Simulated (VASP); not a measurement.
A run of VASP 6.6.1:

The input INCAR:

```
ALGO = Normal
EDIFF = 1E-6
ENCUT = 900
GGA = PS
ISIF = 2
ISMEAR = 0
LASPH = True
LCHARG = True
LELF = True
LREAL = False
LVHAR = True
LWAVE = False
NBANDS = 12
NELM = 80
PREC = Accurate
SIGMA = 0.1
```

KPOINTS

```
k-points
0
Gamma
  20 20 20
```

POSCAR

```
V
1.0
   -1.4796800000      1.4796800000      1.4796800000
    1.4796800000     -1.4796800000      1.4796800000
    1.4796800000      1.4796800000     -1.4796800000
V
1
Direct
    1.0000000000      0.0000000000      1.0000000000
```

Potentials or basis: VASP PAW PBE potentials, release 64 (V_sv).

Launch:

```sh
$ cat potpaw_PBE.64/V_sv/POTCAR > POTCAR
$ mpirun -np 1 vasp_std > vasp.out
```

Hardware: 1 thread of Intel(R) Xeon(R) Platinum 8488C (Sapphire Rapids) (shared host).

Problem. How long does it take, and how much memory?

Solution. It took 41 s on 1 thread of Intel(R) Xeon(R) Platinum 8488C (Sapphire Rapids), on a shared host, peak memory 0.22 GiB. Counts: scf iterations 11, k points 256.
